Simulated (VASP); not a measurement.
# MgCd2S3 (P1) in VASP: relaxation of cell and atoms with PBE

Aim: the relaxation of cell and atoms of MgCd2S3 with PBE.

Everything below comes from runs of VASP 6.6.1. Logs are shortened: lines on timing, memory, paths and dates and some standing lists are left out, and cuts for length are marked.

### 1 The structure

The typed cell holds 12 atoms: a = 7.207 Å, b = 14.104 Å, c = 7.069 Å, α = 146.20°, β = 59.27°, γ = 132.98°.

The cell was built by a generator and needn't be a form met in nature.

### 2 Relaxation of cell and atoms, PBE

INCAR

```
SYSTEM = MgCd2S3
PREC = Normal
ENCUT = 520
EDIFF = 1E-5
ISMEAR = 0
SIGMA = 0.05
LREAL = Auto
LASPH = .TRUE.
NELM = 80
ALGO = Fast
ISIF = 3
LWAVE = .FALSE.
LCHARG = .FALSE.
GGA = PE
IBRION = 2
NSW = 110
EDIFFG = -0.03
ISYM = 0
KPAR = 4
```

KPOINTS

```
Automatic mesh
0
G
  4 4 4
  0 0 0
```

POSCAR

```
MgCd2S3
1.0
   -2.0753001400      6.2440331200      2.9404892400
    4.0750553100    -12.3328634500      5.4977309800
    2.0679193700      6.1639669800     -2.7756581700
Mg Cd S
2 4 6
Direct
    0.0383267000      0.5119373100      0.0048644300
    0.9953904900      0.9970967500      0.9752888400
    0.6749031700      0.9922699200      0.6544577400
    0.6887062000      0.5175871600      0.6876030500
    0.3177583900      0.0060455600      0.3597859200
    0.3190522200      0.4976844200      0.3076739000
    0.8159991000      0.1581712200      0.5076993400
    0.7418539300      0.6203392600      0.5169908000
    0.0558092600      0.1063842000      0.8323757700
    0.0753355000      0.6486218700      0.8878534400
    0.3876326600      0.0980600700      0.1264820400
    0.4523349900      0.6145137800      0.1539712400
```

Potentials or basis: VASP PAW PBE potentials, release 64 (Mg, Cd, S).

Launch:

```console
> cat potpaw_PBE.64/Mg/POTCAR potpaw_PBE.64/Cd/POTCAR potpaw_PBE.64/S/POTCAR > POTCAR
> mpirun -np 4 vasp_std > vasp.out
```

OUTCAR:

```text
SYSTEM = MgCd2S3
   PREC = Normal
   ENCUT = 520
   EDIFF = 1E-5
   ISMEAR = 0
   LREAL = Auto
   LASPH = .TRUE.
   NELM = 80
   ISIF = 3
   GGA = PE
   IBRION = 2
   NSW = 110
   EDIFFG = -0.03
   ISYM = 0

 ion  position               nearest neighbor table
   1  0.038  0.512  0.005-   7 2.35  10 2.49  12 2.63   8 2.71
   2  0.995  0.997  0.975-   9 2.19   7 2.41  11 2.50   8 2.50
   3  0.675  0.992  0.654-   9 2.42  12 2.51  11 2.55   7 2.70
   4  0.689  0.518  0.688-   8 2.32  12 2.36  10 2.42  11 2.78
   5  0.318  0.006  0.360-  10 2.37   9 2.46  11 2.54   7 2.86
   6  0.319  0.498  0.308-  12 2.14   9 2.60   8 2.76  10 2.77
   7  0.816  0.158  0.508-   1 2.35   2 2.41   3 2.70   5 2.86
   8  0.742  0.620  0.517-   4 2.32   2 2.50   1 2.71   6 2.76
   9  0.056  0.106  0.832-   2 2.19   3 2.42   5 2.46   6 2.60
  10  0.075  0.649  0.888-   5 2.37   4 2.42   1 2.49   6 2.77
  11  0.388  0.098  0.126-   2 2.50   5 2.54   3 2.55   4 2.78
  12  0.452  0.615  0.154-   6 2.14   4 2.36   3 2.51   1 2.63

IMPORTANT INFORMATION: All symmetrisations will be switched off!
NOSYMM: (Re-)initialisation of all symmetry stuff for point group C_1.

----------------------------------------------------------------------------------------

                                     Primitive cell

  volume of cell :     289.7528

  direct lattice vectors                    reciprocal lattice vectors
    -2.075300140  6.244033120  2.940489240     0.001187153  0.078273017  0.174707114
     4.075055310-12.332863450  5.497730980     0.122367692 -0.001105670  0.088710927
     2.067919370  6.163966980 -2.775658170     0.243630672  0.080731227  0.000516347

  length of vectors
     7.207031098 14.104277457  7.069303907     0.191443595  0.151144643  0.256658726

  position of ions in fractional coordinates (direct lattice)
     0.038326700  0.511937310  0.004864430
     0.995390490  0.997096750  0.975288840
     0.674903170  0.992269920  0.654457740
     0.688706200  0.517587160  0.687603050
     0.317758390  0.006045560  0.359785920
     0.319052220  0.497684420  0.307673900
     0.815999100  0.158171220  0.507699340
     0.741853930  0.620339260  0.516990800
     0.055809260  0.106384200  0.832375770
     0.075335500  0.648621870  0.887853440
     0.387632660  0.098060070  0.126482040
     0.452334990  0.614513780  0.153971240

  ion indices of the primitive-cell ions
   primitive index   ion index
                 1           1
                 2           2
                 3           3
[... 104 lines left out ...]
  Thomas-Fermi vector in A             =   2.236834
   LORBIT       =      0    0 simple, 1 ext, 2 COOP (PROOUT), +10 PAW based schemes
   GGA     = PE    functional components
   LHFCALC =     F    Hartree Fock is set to
   AEXX    =    0.0000 exact exchange contribution
   IVDW    =     0    specifies the selected vdW correction
   LEPSILON=     F    determine dielectric tensor
   LRPA    =     F    only Hartree local field effects (RPA)
 conjugate gradient relaxation of ions
 non-spin polarized calculation
 RMM-DIIS sequential band-by-band and
 Gauss-broadening in eV      SIGMA  =   0.05
  energy-cutoff  :      520.00
  volume of cell :      289.75
 maximum number of plane-waves:      7828
   NGX = 27   NGY = 53   NGZ = 27

--------------------------------------- Ionic step        1  -------------------------------------------

 number of electron      88.0000015 magnetization

 Free energy of the ion-electron system (eV)
  ---------------------------------------------------
  ext. energy  EPLUGINS =         0.00000000
  ---------------------------------------------------
  free energy    TOTEN  =       -39.06004087 eV

  energy without entropy =      -39.06004087  energy(sigma->0) =      -39.06004087

------------------------ aborting loop because EDIFF is reached ----------------------------------------

  FORCE on cell =-STRESS in cart. coord.  units (eV):
  Direction    XX          YY          ZZ          XY          YZ          ZX
  --------------------------------------------------------------------------------------
  -------------------------------------------------------------------------------------
  Total        5.7861070     12.3161873     10.5793806      0.8343301     -8.5544950      0.3766739
  in kB       31.9940645     68.1019022     58.4982939      4.6133974    -47.3017636      2.0828047
  external PRESSURE =      52.8647536 kB  Pullay stress =       0.0000000 kB
[... 119 lines left out ...]
  FREE ENERGIE OF THE ION-ELECTRON SYSTEM (eV)
  ---------------------------------------------------
  free  energy   TOTEN  =       -40.7229207877 eV

  energy  without entropy=      -40.7229207877  energy(sigma->0) =      -40.72292079

[... ionic steps 4 to 23 ...]

--------------------------------------- Ionic step       24  -------------------------------------------

 number of electron      87.9999993 magnetization

------------------------ aborting loop because EDIFF is reached ----------------------------------------
[... 87 lines left out ...]
--------------------------------------- Ionic step       26  -------------------------------------------

 number of electron      87.9999993 magnetization

 Free energy of the ion-electron system (eV)
  ---------------------------------------------------
  ext. energy  EPLUGINS =         0.00000000
  ---------------------------------------------------
  free energy    TOTEN  =       -41.52410362 eV

  energy without entropy =      -41.52410362  energy(sigma->0) =      -41.52410362

 E-fermi :   1.1800     XC(G=0):  -8.7479

 val. band max:        0.9668961212   @ k =   0.0000   0.0000   0.0000
 cond. band min:       2.6548636335   @ k =   0.0000   0.0000   0.0000
 fundamental gap:      1.6879675124
 Fermi energy:         1.1800049601

 k-point     1 :       0.0000    0.0000    0.0000
  band No.  band energies     occupation
      1     -10.8757      2.00000
      2     -10.4362      2.00000
      3     -10.3350      2.00000
      4     -10.3290      2.00000
      5     -10.2627      2.00000
      6     -10.2622      2.00000
[... 1309 lines left out ...]
     51       6.5489      0.00000
     52       6.8671      0.00000

 [... further k-points ...]

------------------------ aborting loop because EDIFF is reached ----------------------------------------

  FORCE on cell =-STRESS in cart. coord.  units (eV):
  Direction    XX          YY          ZZ          XY          YZ          ZX
  --------------------------------------------------------------------------------------
  -------------------------------------------------------------------------------------
  Total        0.0936395      0.0032131      0.1184014     -0.0243251      0.0074394     -0.0164168
  in kB        0.4993977      0.0171359      0.6314575     -0.1297305      0.0396756     -0.0875539
  external PRESSURE =       0.3826637 kB  Pullay stress =       0.0000000 kB
[... 27 lines left out ...]
  FREE ENERGIE OF THE ION-ELECTRON SYSTEM (eV)
  ---------------------------------------------------
  free  energy   TOTEN  =       -41.5241036248 eV

  energy  without entropy=      -41.5241036248  energy(sigma->0) =      -41.52410362

 reached required accuracy - stopping structural energy minimisation
```

Run time: 29 min. Hardware: 4 MPI ranks of Intel Xeon Platinum 8488C (Sapphire Rapids), shared host; peak memory 0.62 GiB.

What came out:

```
Free energy                            : -41.5241 eV
Relaxed volume                         : 25.03 Å³/atom
Relaxed cell                           : a = 7.164 Å, b = 14.335 Å, c = 7.172 Å, α = 146.39°, β = 59.90°, γ = 131.96°
Space group after relaxing (to 0.05 Å) : Imm2 (No. 44)
Energy gained by relaxing              : 205.3 meV/atom
Ionic steps                            : 26
Pressure after relaxing                : 0.0 GPa
Largest force after relaxing           : 0.028 eV/Å
Band gap on the k mesh                 : 1.69 eV, direct
```

Forces in eV/Å, atoms in the order of the input:
```
Mg  -0.003  0.002  0.027
Mg  -0.007  0.012  0.010
Cd   0.011  0.008 -0.008
Cd  -0.014  0.002  0.000
Cd  -0.006  0.012 -0.003
Cd  -0.007 -0.010 -0.004
S    0.011  0.000  0.002
S    0.006 -0.017 -0.013
S    0.014 -0.008 -0.005
S   -0.021  0.003 -0.018
S    0.002  0.005  0.021
S    0.014 -0.008 -0.009
```

The path:
```
step  energy change (eV)  largest force (eV/Å)  pressure (GPa)  volume (Å³)
   1              0.0000                5.2147            5.29       289.75
   2             -1.5833                1.4039           -2.88       324.05
   3             -1.6629                1.5318           -1.63       314.48
   4             -2.1241                0.7558           -0.85       306.47
   5             -2.3147                0.6210            0.85       296.28
   6             -2.3188                0.5761            0.57       297.67
   7             -2.3831                0.3174           -0.10       300.87
   8             -2.3948                0.2363           -0.48       302.94
   9             -2.4169                0.1902            0.11       299.81
  10             -2.4191                0.1744            0.31       298.63
  11             -2.4352                0.1275            0.07       300.00
  12             -2.4420                0.1800           -0.15       301.23
  13             -2.4428                0.2026           -0.23       301.72
  14             -2.4536                0.1124            0.06       300.14
  15             -2.4548                0.1024            0.15       299.61
  16             -2.4534                0.1304            0.37       298.56
  17             -2.4550                0.1055            0.22       299.39
  18             -2.4607                0.0658           -0.08       301.01
  19             -2.4607                0.0659           -0.08       301.05
  20             -2.4622                0.0425            0.04       300.34
  21             -2.4623                0.0466            0.05       300.21
  22             -2.4632                0.0306            0.00       300.63
  23             -2.4634                0.0378           -0.08       300.93
  24             -2.4639                0.0344           -0.01       300.68
  25             -2.4640                0.0302           -0.02       300.59
  26             -2.4641                0.0277            0.04       300.42
```

Final structure:
```cif
data_structure
_symmetry_space_group_name_H-M 'P 1'
_symmetry_Int_Tables_number 1
_cell_length_a 7.1643
_cell_length_b 14.3351
_cell_length_c 7.1720
_cell_angle_alpha 146.394
_cell_angle_beta 59.896
_cell_angle_gamma 131.958
_cell_volume 300.42
loop_
_atom_site_label
_atom_site_type_symbol
_atom_site_fract_x
_atom_site_fract_y
_atom_site_fract_z
_atom_site_occupancy
Mg1 Mg 0.00293 0.50011 0.00142 1
Mg2 Mg 0.00220 0.00056 0.00085 1
Cd1 Cd 0.67058 0.00080 0.66325 1
Cd2 Cd 0.67227 0.50194 0.66668 1
Cd3 Cd 0.34062 0.00325 0.33688 1
Cd4 Cd 0.34186 0.50254 0.33848 1
S1 S 0.77108 0.13459 0.50029 1
S2 S 0.77317 0.63509 0.50205 1
S3 S 0.08468 0.12255 0.83931 1
S4 S 0.08649 0.62380 0.84207 1
S5 S 0.40825 0.12212 0.16155 1
S6 S 0.40897 0.62136 0.16221 1
```

Levels at points of the mesh, in eV from the valence-band top:
| k point | band 42 | band 43 | band 44 | band 45 | band 46 | band 47 |
| --- | --- | --- | --- | --- | --- | --- |
| (0.00, 0.00, 0.00) | -0.08 | -0.05 | 0.00 | 1.69 | 3.39 | 4.75 |
| (0.50, 0.00, 0.00) | -0.62 | -0.55 | -0.49 | 3.31 | 3.70 | 3.89 |
| (0.00, 0.50, 0.00) | -0.34 | -0.33 | -0.33 | 3.20 | 3.21 | 4.60 |
| (0.50, 0.50, 0.00) | -0.85 | -0.44 | -0.44 | 3.72 | 3.72 | 4.39 |
| (0.00, 0.00, 0.50) | -0.62 | -0.55 | -0.49 | 3.31 | 3.69 | 3.89 |
| (0.50, 0.00, 0.50) | -0.58 | -0.48 | -0.10 | 3.39 | 3.53 | 3.68 |
| (0.00, 0.50, 0.50) | -0.85 | -0.44 | -0.44 | 3.72 | 3.72 | 4.38 |
| (0.50, 0.50, 0.50) | -0.91 | -0.78 | -0.78 | 4.15 | 4.15 | 4.19 |
